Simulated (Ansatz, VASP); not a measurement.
Mg3ZnC: VASP beside Ansatz

```
Zn Mg C
1.0
     4.40693    0.00000    0.00000
     0.00000    4.40693    0.00000
     0.00000    0.00000    4.40693
Zn Mg C
1 3 1
Direct
  0.00000 0.00000 0.00000
  0.50000 0.00000 0.50000
  0.00000 0.50000 0.50000
  0.50000 0.50000 0.00000
  0.50000 0.50000 0.50000
```

The cell comes from a database or a generator and needn't be the stable form of this composition.

Alike in both runs: task single point; functional PBE; k mesh 6 × 6 × 6; occupations gaussian, width 0.02 eV; no spin polarisation.

|  | VASP | Ansatz |
| --- | --- | --- |
| version | VASP 6.6.1 | Ansatz 0.2.0 |
| potentials or method | VASP PAW PBE potentials, release 64 (Zn, Mg_pv, C) | Ansatz PAW |
| plane-wave cutoff (eV) | 520 | 420 |
| valence electrons in the cell | 40 | 46 |

|  | VASP | Ansatz | Ansatz less VASP |
| --- | --- | --- | --- |
| gap on the k mesh at the Fermi level (eV) | none | none | - |
| pressure (GPa) | -0.2 | -0.2 | -0.02 |

A gap of «none» marks a metal or a gap that the smearing closes. The two sets of potentials don't hold the same shells in valence.
